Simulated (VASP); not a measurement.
Level of theory: r2SCAN meta-GGA, VASP's PBE PAW potentials (set 64) (plane waves; VASP).

Gaps are without spin-orbit coupling.

Problem. Order these relaxed crystals by band gap, smallest first: HfO2, P4_2/mnm (136); TePb2S, P4/mmm (123); Ta2O5, P2/m (10); AlN, F-43m (216).

Solution. TePb2S, P4/mmm (123) (0.33 eV), Ta2O5, P2/m (10) (2.65 eV), AlN, F-43m (216) (3.93 eV), HfO2, P4_2/mnm (136) (4.53 eV)
